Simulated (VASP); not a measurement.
Data:

```
CELL_PARAMETERS angstrom
      0.00000     2.72443     2.72443
      2.72443     0.00000     2.72443
      2.72443     2.72443     0.00000
ATOMIC_POSITIONS crystal
  Li 0.00000 0.00000 0.00000
  Br 0.50000 0.50000 0.50000
```

These are PBE GGA, VASP's PBE PAW potentials (set 64) (plane waves; VASP) values and carry that method's errors. Settings: 400 eV cut-off, 7×7×7 Γ-centred mesh, Fermi-Dirac smearing of 0.050 eV, potentials Li_sv Br.

Q: Give the energies of bands 3 to 8 at the high-symmetry points, in eV from the valence-band maximum.

A: 
| band | Γ | X | U | L | W |
|---|---|---|---|---|---|
| 3 | -0.01 | -3.02 | -2.61 | -2.99 | -2.25 |
| 4 | -0.01 | -1.20 | -1.93 | -0.28 | -2.25 |
| 5 | -0.01 | -1.20 | -0.91 | -0.28 | -1.18 |
| 6 | 5.18 | 6.45 | 6.75 | 5.62 | 8.30 |
| 7 | 10.51 | 7.05 | 8.86 | 8.10 | 8.61 |
| 8 | 10.51 | 11.85 | 10.37 | 8.10 | 9.52 |

The gap is indirect, 5.18 eV, from the valence maximum at K-Γ at 0.78 to the conduction minimum at Γ.

The structure is a typed LiBr crystal. The cell was not relaxed at this level.
